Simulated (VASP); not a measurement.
# Zn4SO3 (Cmc2_1) in VASP: further runs

Runs on Zn4SO3. Level: PBEsol. Tasks: relaxation of cell and atoms.

All numbers are computed with VASP 6.6.1; they aren't measurements. Logs are shortened: lines on timing, memory, paths and dates and some standing lists are left out, and cuts for length are marked.

## Step 1: The crystal as given

It takes space group Cmc2_1 (No. 36, orthorhombic). The conventional cell has a = 6.793 Å, b = 11.765 Å, c = 5.441 Å, α = 90.00°, β = 90.00°, γ = 90.00°. Zn (site symmetry m) has 2 S at 2.06 to 2.07 Å and 2 O at 2.07 Å as nearest neighbours. Around Zn (site symmetry 1) lie 3 O at 2.06 to 2.07 Å and 1 S at 2.07 Å. Zn (site symmetry m) has 4 O at 2.06 to 2.07 Å as nearest neighbours. S (site symmetry m) is surrounded by 4 Zn at 2.06 to 2.07 Å. O (site symmetry 1) is surrounded by 4 Zn at 2.06 to 2.07 Å. O (site symmetry m) has 4 Zn at 2.06 to 2.07 Å as nearest neighbours.

The cell was built by a generator and needn't be a form met in nature.

## Step 2: Relaxation of cell and atoms, PBEsol

INCAR reads:

```
SYSTEM = Zn4SO3
  PREC = Accurate
  ENCUT = 600
  EDIFF = 1E-6
  ISMEAR = 0
  SIGMA = 0.03
  LREAL = .False.
  LASPH = .True.
  NELM = 80
  ALGO = Normal
  ISIF = 3
  LWAVE = .False.
  LCHARG = .False.
  GGA = PS
  IBRION = 2
  NSW = 90
  EDIFFG = -0.01
  KPAR = 4
```

KPOINTS reads:

```
regular mesh
0
Gamma
  6 6 6
  0 0 0
```

POSCAR reads:

```
Zn4SO3
1.0
    0.0000000000      0.0000000000     -5.4413066800
    3.3963637500      5.8826745700      0.0000000000
    3.3963637500     -5.8826745700      0.0000000000
Zn S O
8 2 6
Direct
    0.5000000000      0.1666666700      0.3333333300
    0.5000000000      0.1666666700      0.8333333300
    0.5000000000      0.6666666700      0.3333333300
    0.5000000000      0.6666666700      0.8333333300
    0.0000000000      0.3333333300      0.6666666700
    0.0000000000      0.3333333300      0.1666666700
    0.0000000000      0.8333333300      0.6666666700
    0.0000000000      0.8333333300      0.1666666700
    0.6209900000      0.3333333300      0.6666666700
    0.1209900000      0.1666666700      0.3333333300
    0.6209900000      0.3333333300      0.1666666700
    0.6209900000      0.8333333300      0.6666666700
    0.6209900000      0.8333333300      0.1666666700
    0.1209900000      0.1666666700      0.8333333300
    0.1209900000      0.6666666700      0.3333333300
    0.1209900000      0.6666666700      0.8333333300
```

Potentials or basis: VASP PAW PBE potentials, release 64 (Zn, S, O).

Launch:

```bash
cat potpaw_PBE.64/Zn/POTCAR potpaw_PBE.64/S/POTCAR potpaw_PBE.64/O/POTCAR > POTCAR
mpirun -np 4 vasp_std > vasp.out
```

OUTCAR:

```text
SYSTEM = Zn4SO3
   PREC = Accurate
   ENCUT = 600
   EDIFF = 1E-6
   ISMEAR = 0
   LREAL = .False.
   LASPH = .True.
   NELM = 80
   ISIF = 3
   GGA = PS
   IBRION = 2
   NSW = 90
   EDIFFG = -0.01

 ion  position               nearest neighbor table
   1  0.500  0.167  0.333-  10 2.06  11 2.07   9 2.07  13 2.07
   2  0.500  0.167  0.833-  14 2.06   9 2.07  12 2.07  11 2.07
   3  0.500  0.667  0.333-  15 2.06  13 2.07  11 2.07  12 2.07
   4  0.500  0.667  0.833-  16 2.06  12 2.07  13 2.07   9 2.07
   5  0.000  0.333  0.667-   9 2.06  14 2.07  10 2.07  16 2.07
   6  0.000  0.333  0.167-  11 2.06  10 2.07  14 2.07  15 2.07
[... 8 lines left out ...]
  15  0.121  0.667  0.333-   3 2.06   8 2.07   7 2.07   6 2.07
  16  0.121  0.667  0.833-   4 2.06   7 2.07   5 2.07   8 2.07

  LATTYP: Found a hexagonal cell.
 ALAT       =     6.7927274948
 C/A-ratio  =     0.8010488694

  Lattice vectors:

 A1 = (   3.3963637500,   5.8826745700,   0.0000000000)
 A2 = (   3.3963637500,  -5.8826745700,   0.0000000000)
 A3 = (   0.0000000000,   0.0000000000,  -5.4413066800)

Analysis of symmetry for initial positions (statically):
=====================================================================
 Subroutine PRICEL returns:
 Original cell was already a primitive cell.

 Routine SETGRP: Setting up the symmetry group for a
 hexagonal supercell.

 Subroutine GETGRP returns: Found  4 space group operations
 (whereof  2 operations were pure point group operations)
 out of a pool of 24 trial point group operations.

The static configuration has the point symmetry C_1h.
 The point group associated with its full space group is C_2v.

Analysis of symmetry for dynamics (positions and initial velocities):
=====================================================================
 Subroutine PRICEL returns:
 Original cell was already a primitive cell.

 Routine SETGRP: Setting up the symmetry group for a
 hexagonal supercell.

 Subroutine GETGRP returns: Found  4 space group operations
 (whereof  2 operations were pure point group operations)
 out of a pool of 24 trial point group operations.

The dynamic configuration has the point symmetry C_1h.
 The point group associated with its full space group is C_2v.

 Subroutine INISYM returns: Found  4 space group operations
 (whereof  2 operations are pure point group operations),
 and found     1 'primitive' translations

----------------------------------------------------------------------------------------

                                     Primitive cell

  volume of cell :     217.4314

  direct lattice vectors                    reciprocal lattice vectors
     0.000000000  0.000000000 -5.441306680     0.000000000  0.000000000 -0.183779386
     3.396363750  5.882674570  0.000000000     0.147216269  0.084995353  0.000000000
     3.396363750 -5.882674570  0.000000000     0.147216269 -0.084995353  0.000000000

  length of vectors
     5.441306680  6.792727495  6.792727495     0.183779386  0.169990705  0.169990705

  position of ions in fractional coordinates (direct lattice)
     0.500000000  0.166666670  0.333333330
     0.500000000  0.166666670  0.833333330
     0.500000000  0.666666670  0.333333330
     0.500000000  0.666666670  0.833333330
     0.000000000  0.333333330  0.666666670
     0.000000000  0.333333330  0.166666670
[... 8 lines left out ...]
     0.120990000  0.666666670  0.333333330
     0.120990000  0.666666670  0.833333330

  ion indices of the primitive-cell ions
   primitive index   ion index
                 1           1
                 2           2
                 3           3
                 4           4
                 5           5
                 6           6
[... 8 lines left out ...]
                15          15
                16          16

----------------------------------------------------------------------------------------

 KPOINTS: regular mesh

Automatic generation of k-mesh.
 Grid dimensions read from file:
 generate k-points for:    6    6    6

 Generating k-lattice:

  Cartesian coordinates                     Fractional coordinates (reciprocal lattice)
     0.000000000  0.000000000 -0.030629898     0.166666667  0.000000000  0.000000000
     0.024536045  0.014165892  0.000000000     0.000000000  0.166666667  0.000000000
     0.024536045 -0.014165892  0.000000000     0.000000000  0.000000000  0.166666667

  Length of vectors
     0.030629898  0.028331784  0.028331784

  Shift w.r.t. Gamma in fractional coordinates (k-lattice)
     0.000000000  0.000000000  0.000000000

 Subroutine IBZKPT returns following result:
 ===========================================

 Found     52 irreducible k-points:

 Following reciprocal coordinates:
            Coordinates               Weight
  0.000000  0.000000  0.000000      1.000000
  0.166667  0.000000  0.000000      2.000000
  0.333333  0.000000  0.000000      2.000000
  0.500000  0.000000  0.000000      1.000000
[... 37 lines left out ...]
   EMIN   =  10.00;   EMAX   =-10.00  energy-range for DOS
   EFERMI =   0.00;   METHOD = LEGACY
   ISMEAR =     0;   SIGMA  =   0.03  broadening in eV -4-tet -1-fermi 0-gaus
   EFERMI_NEDOS =   21; number of points for ismear=-14 and -15
   IALGO  =     38    algorithm
   IMIX   =      4    mixing-type and parameters
     AMIX     =   0.40;   BMIX     =  1.00
     AMIX_MAG =   1.60;   BMIX_MAG =  1.00
  volume/ion in A,a.u.               =      13.59        91.71
  Fermi-wavevector in a.u.,A,eV,Ry     =   1.426992  2.696624 27.705634  2.036307
  Thomas-Fermi vector in A             =   2.547210
   LORBIT       =      0    0 simple, 1 ext, 2 COOP (PROOUT), +10 PAW based schemes
   GGA     = PS    functional components
   LHFCALC =     F    Hartree Fock is set to
   AEXX    =    0.0000 exact exchange contribution
   IVDW    =     0    specifies the selected vdW correction
   LEPSILON=     F    determine dielectric tensor
   LRPA    =     F    only Hartree local field effects (RPA)
 conjugate gradient relaxation of ions
 non-spin polarized calculation
 Gauss-broadening in eV      SIGMA  =   0.03
  energy-cutoff  :      600.00
  volume of cell :      217.43
 maximum number of plane-waves:      7311
 NGX is ok and might be reduce to    48
   NGX = 21   NGY = 27   NGZ = 27

--------------------------------------- Ionic step        1  -------------------------------------------

 number of electron     144.0000041 magnetization

 Free energy of the ion-electron system (eV)
  ---------------------------------------------------
  ext. energy  EPLUGINS =         0.00000000
  ---------------------------------------------------
  free energy    TOTEN  =       -70.00264088 eV

  energy without entropy =      -70.00264088  energy(sigma->0) =      -70.00264088

------------------------ aborting loop because EDIFF is reached ----------------------------------------

  FORCE on cell =-STRESS in cart. coord.  units (eV):
  Direction    XX          YY          ZZ          XY          YZ          ZX
  --------------------------------------------------------------------------------------
  -------------------------------------------------------------------------------------
  Total        2.1861679      1.9357477      5.7245780     -0.2168703      0.0000000      0.0000000
  in kB       16.1091222     14.2638614     42.1824536     -1.5980427      0.0000000      0.0000000
  external PRESSURE =      24.1851457 kB  Pullay stress =       0.0000000 kB
[... 131 lines left out ...]
  FREE ENERGIE OF THE ION-ELECTRON SYSTEM (eV)
  ---------------------------------------------------
  free  energy   TOTEN  =       -71.9799369344 eV

  energy  without entropy=      -71.9799369344  energy(sigma->0) =      -71.97993693

[... ionic steps 4 to 27 ...]

--------------------------------------- Ionic step       28  -------------------------------------------

 number of electron     143.9999990 magnetization

------------------------ aborting loop because EDIFF is reached ----------------------------------------

  FORCE on cell =-STRESS in cart. coord.  units (eV):
  Direction    XX          YY          ZZ          XY          YZ          ZX
  --------------------------------------------------------------------------------------
  -------------------------------------------------------------------------------------
  Total       -0.0423195     -0.0452093     -0.0635782     -0.0025026      0.0000000     -0.0000000
  in kB       -0.3162256     -0.3378185     -0.4750772     -0.0187000      0.0000000     -0.0000000
  external PRESSURE =      -0.3763738 kB  Pullay stress =       0.0000000 kB
[... 85 lines left out ...]
  energy  without entropy=      -72.3502027499  energy(sigma->0) =      -72.35020275

--------------------------------------- Ionic step       30  -------------------------------------------

 number of electron     143.9999989 magnetization

 Free energy of the ion-electron system (eV)
  ---------------------------------------------------
  ext. energy  EPLUGINS =         0.00000000
  ---------------------------------------------------
  free energy    TOTEN  =       -72.35023720 eV

  energy without entropy =      -72.35023720  energy(sigma->0) =      -72.35023720

 E-fermi :   1.9934     XC(G=0): -10.9249

 val. band max:        1.8169247645   @ k =   0.0000   0.0000   0.0000
 cond. band min:       2.4891488288   @ k =   0.0000   0.0000   0.0000
 fundamental gap:      0.6722240644
 Fermi energy:         1.9934193857

 k-point     1 :       0.0000    0.0000    0.0000
  band No.  band energies     occupation
      1     -16.2105      2.00000
      2     -15.7625      2.00000
      3     -15.7552      2.00000
      4     -15.6435      2.00000
      5     -15.6168      2.00000
      6     -15.5705      2.00000
[... 2077 lines left out ...]
     83       8.8430      0.00000
     84       9.5215      0.00000

 [... further k-points ...]

 [bands above 84 left out]

------------------------ aborting loop because EDIFF is reached ----------------------------------------

  FORCE on cell =-STRESS in cart. coord.  units (eV):
  Direction    XX          YY          ZZ          XY          YZ          ZX
  --------------------------------------------------------------------------------------
  -------------------------------------------------------------------------------------
  Total        0.0812211      0.0861250      0.0597251      0.0042470      0.0000000      0.0000000
  in kB        0.6074187      0.6440934      0.4466596      0.0317612      0.0000000      0.0000000
  external PRESSURE =       0.5660572 kB  Pullay stress =       0.0000000 kB
[... 31 lines left out ...]
  FREE ENERGIE OF THE ION-ELECTRON SYSTEM (eV)
  ---------------------------------------------------
  free  energy   TOTEN  =       -72.3502371961 eV

  energy  without entropy=      -72.3502371961  energy(sigma->0) =      -72.35023720

 reached required accuracy - stopping structural energy minimisation
```

Run time: 70 min. Hardware: 4 MPI ranks of Intel Xeon 6975P-C (Granite Rapids), shared host; peak memory 1.1 GiB.

Results:

* Free energy: -72.3502 eV
* Relaxed volume: 13.39 Å³/atom
* Relaxed cell: a = 5.454 Å, b = 6.779 Å, c = 6.713 Å, α = 120.32°, β = 90.00°, γ = 90.00°
* Space group after relaxing (to 0.05 Å): Cmc2_1 (No. 36)
* Energy gained by relaxing: 146.7 meV/atom
* Ionic steps: 30
* Pressure after relaxing: 0.1 GPa
* Largest force after relaxing: 0.006 eV/Å
* Band gap on the k mesh: 0.67 eV, direct

Forces on the atoms (eV/Å):
```
Zn   0.003 -0.002  0.001
Zn   0.004  0.004  0.002
Zn  -0.001  0.001  0.001
Zn  -0.001 -0.005  0.002
Zn  -0.003  0.002  0.001
Zn  -0.004 -0.004  0.002
Zn   0.001 -0.001  0.001
Zn   0.001  0.005  0.002
S   -0.001  0.000 -0.001
S    0.001  0.000 -0.001
O    0.004 -0.001 -0.002
O    0.001  0.000 -0.001
O    0.003 -0.003 -0.002
O   -0.004  0.001 -0.002
O   -0.001  0.000 -0.001
O   -0.003  0.003 -0.002
```

Step by step:
| step | energy change (eV) | largest force (eV/Å) | pressure (GPa) | volume (Å³) |
| --- | --- | --- | --- | --- |
| 1 | 0.0000 | 3.8645 | 2.42 | 217.43 |
| 2 | -1.9180 | 0.8097 | -3.82 | 223.94 |
| 3 | -1.9773 | 0.6326 | -4.74 | 225.45 |
| 4 | -2.2264 | 0.4827 | 1.63 | 212.51 |
| 5 | -2.2293 | 0.4944 | 1.04 | 213.63 |
| 6 | -2.2895 | 0.2618 | 0.46 | 214.14 |
| 7 | -2.2957 | 0.2611 | 0.24 | 214.36 |
| 8 | -2.3127 | 0.1717 | -0.33 | 215.18 |
| 9 | -2.3154 | 0.1985 | -0.66 | 215.66 |
| 10 | -2.3279 | 0.1430 | -0.01 | 214.52 |
| 11 | -2.3310 | 0.1397 | 0.55 | 213.50 |
| 12 | -2.3403 | 0.0991 | 0.17 | 214.12 |
| 13 | -2.3411 | 0.1098 | 0.02 | 214.37 |
| 14 | -2.3449 | 0.0414 | -0.16 | 214.65 |
| 15 | -2.3449 | 0.0432 | -0.16 | 214.68 |
| 16 | -2.3457 | 0.0302 | 0.12 | 214.22 |
| 17 | -2.3457 | 0.0294 | 0.12 | 214.21 |
| 18 | -2.3462 | 0.0220 | 0.03 | 214.39 |
| 19 | -2.3463 | 0.0355 | -0.05 | 214.53 |
| 20 | -2.3466 | 0.0285 | -0.07 | 214.54 |
| 21 | -2.3468 | 0.0219 | -0.08 | 214.56 |
| 22 | -2.3467 | 0.0313 | -0.11 | 214.58 |
| 23 | -2.3469 | 0.0201 | -0.09 | 214.56 |
| 24 | -2.3471 | 0.0202 | 0.08 | 214.27 |
| 25 | -2.3471 | 0.0200 | 0.08 | 214.26 |
| 26 | -2.3473 | 0.0164 | 0.02 | 214.36 |
| 27 | -2.3474 | 0.0208 | -0.02 | 214.42 |
| 28 | -2.3475 | 0.0127 | -0.04 | 214.41 |
| 29 | -2.3476 | 0.0117 | -0.05 | 214.41 |
| 30 | -2.3476 | 0.0057 | 0.06 | 214.24 |

Final structure:
```
CELL_PARAMETERS angstrom
0.00000 0.00000 -5.45433
3.38933 5.87049 0.00000
3.32341 -5.83243 0.00000
ATOMIC_POSITIONS crystal
Zn 0.55098 0.15295 0.30590
Zn 0.48093 0.14894 0.85071
Zn 0.48556 0.66812 0.33624
Zn 0.48093 0.70177 0.85071
Zn 0.05098 0.34705 0.69410
Zn 0.98093 0.35106 0.14929
Zn 0.98556 0.83188 0.66376
Zn 0.98093 0.79823 0.14929
S 0.63202 0.34324 0.68648
S 0.13202 0.15676 0.31352
O 0.61952 0.34465 0.16697
O 0.61451 0.83330 0.66660
O 0.61952 0.82232 0.16697
O 0.11952 0.15535 0.83303
O 0.11451 0.66670 0.33340
O 0.11952 0.67768 0.83303
```

Caveat: the PAW data sets were made with another functional, which shifts forces and pressure a little.

## Step 3: Relaxation of cell and atoms, PBEsol

This run uses another cell than the first one, of 13.39 Å³/atom, 0.985 times its volume.

Changes to INCAR since step 2:

```diff
@@ -3,3 +3,3 @@
   ENCUT = 600
-  EDIFF = 1E-6
+  EDIFF = 1E-7
   ISMEAR = 0
@@ -16,3 +16,3 @@
   NSW = 90
-  EDIFFG = -0.01
+  EDIFFG = -0.005
   KPAR = 4
```

KPOINTS is that of step 2.

POSCAR reads:

```
Zn4SO3                                  
1.0
   -0.0000000000     -0.0000000000     -5.4543281177
    3.3893267465      5.8704861226     -0.0000000000
    3.3234114619     -5.8324299153     -0.0000000000
  Zn              S               O             
     8     2     6
Direct
     0.5509839053617371    0.1529484110678563    0.3058968121356630
     0.4809261163673287    0.1489397173720898    0.8507078200568096
     0.4855554005289279    0.6681204583862150    0.3362409067724377
     0.4809261163673287    0.7017681126846445    0.8507078200567308
     0.0509839053617373    0.3470515889321437    0.6941031878643370
     0.9809261163673286    0.3510602826279102    0.1492921799431904
     0.9855554005289280    0.8318795416137850    0.6637590932275623
     0.9809261163673286    0.7982318873153555    0.1492921799432692
     0.6320181286303346    0.3432379251985357    0.6864758603970706
     0.1320181286303345    0.1567620748014644    0.3135241396029292
     0.6195224961078156    0.3446494510790538    0.1669660991154441
     0.6145053405287082    0.8332983726806849    0.6665967553613525
     0.6195224961078156    0.8223166380363647    0.1669660991153915
     0.1195224961078154    0.1553505489209462    0.8330339008845558
     0.1145053405287080    0.6667016273193151    0.3334032446386477
     0.1195224961078154    0.6776833619636353    0.8330339008846085
```

Potentials or basis: VASP PAW PBE potentials, release 64 (Zn, S, O).

Launch:

```bash
cat potpaw_PBE.64/Zn/POTCAR potpaw_PBE.64/S/POTCAR potpaw_PBE.64/O/POTCAR > POTCAR
mpirun -np 4 vasp_std > vasp.out
```

Wall time 8 min (4 MPI ranks of Intel Xeon 6975P-C (Granite Rapids), shared host); peak memory 0.95 GiB.

Results (log left out):

```
Free energy                            : -72.3460 eV
Relaxed volume                         : 13.40 Å³/atom
Relaxed cell                           : a = 5.455 Å, b = 6.781 Å, c = 6.715 Å, α = 120.33°, β = 90.00°, γ = 90.00°
Space group after relaxing (to 0.05 Å) : Cmc2_1 (No. 36)
Energy gained by relaxing              : 0.0 meV/atom
Ionic steps                            : 2
Pressure after relaxing                : 0.0 GPa
Largest force after relaxing           : 0.004 eV/Å
Band gap on the k mesh                 : 0.67 eV, direct
```

Forces in eV/Å, atoms in the order of the input:
```
Zn   0.001 -0.001  0.001
Zn   0.002  0.002  0.000
Zn   0.000  0.000  0.000
Zn   0.000 -0.003  0.000
Zn  -0.001  0.001  0.001
Zn  -0.002 -0.002  0.000
Zn   0.000  0.000  0.000
Zn   0.000  0.003  0.000
S    0.000  0.000 -0.001
S    0.000  0.000 -0.001
O    0.000 -0.003 -0.001
O    0.004 -0.002  0.002
O    0.002  0.001 -0.001
O    0.000  0.003 -0.001
O   -0.004  0.002  0.002
O   -0.002 -0.001 -0.001
```

Final structure:
```
Zn S O
1.0
     0.00000    0.00000   -5.45535
     3.39026    5.87211    0.00000
     3.32426   -5.83400    0.00000
Zn S O
8 2 6
Direct
  0.55098 0.15296 0.30592
  0.48091 0.14898 0.85072
  0.48555 0.66812 0.33623
  0.48091 0.70174 0.85072
  0.05098 0.34704 0.69408
  0.98091 0.35102 0.14928
  0.98555 0.83188 0.66377
  0.98091 0.79826 0.14928
  0.63203 0.34323 0.68647
  0.13203 0.15677 0.31353
  0.61954 0.34467 0.16700
  0.61451 0.83330 0.66661
  0.61954 0.82233 0.16700
  0.11954 0.15533 0.83300
  0.11451 0.66670 0.33339
  0.11954 0.67767 0.83300
```

Levels at points of the mesh, in eV from the valence-band top:
```
           k point  band 69  band 70  band 71  band 72  band 73  band 74  band 75  band 76
(0.00, 0.00, 0.00)    -0.62    -0.35    -0.19     0.00     0.67     3.39     4.39     4.53
(0.50, 0.00, 0.00)    -0.46    -0.46    -0.40    -0.40     2.80     2.80     4.17     4.17
(0.00, 0.50, 0.00)    -0.98    -0.90    -0.53    -0.29     2.79     3.21     4.52     5.51
(0.50, 0.50, 0.00)    -0.95    -0.95    -0.58    -0.58     3.75     3.75     4.30     4.30
(0.00, 0.00, 0.50)    -0.88    -0.63    -0.53    -0.45     2.90     3.04     4.45     5.50
(0.50, 0.00, 0.50)    -0.75    -0.75    -0.73    -0.73     3.82     3.82     4.35     4.35
```

Caveat: the PAW data sets were made with another functional, which shifts forces and pressure a little.
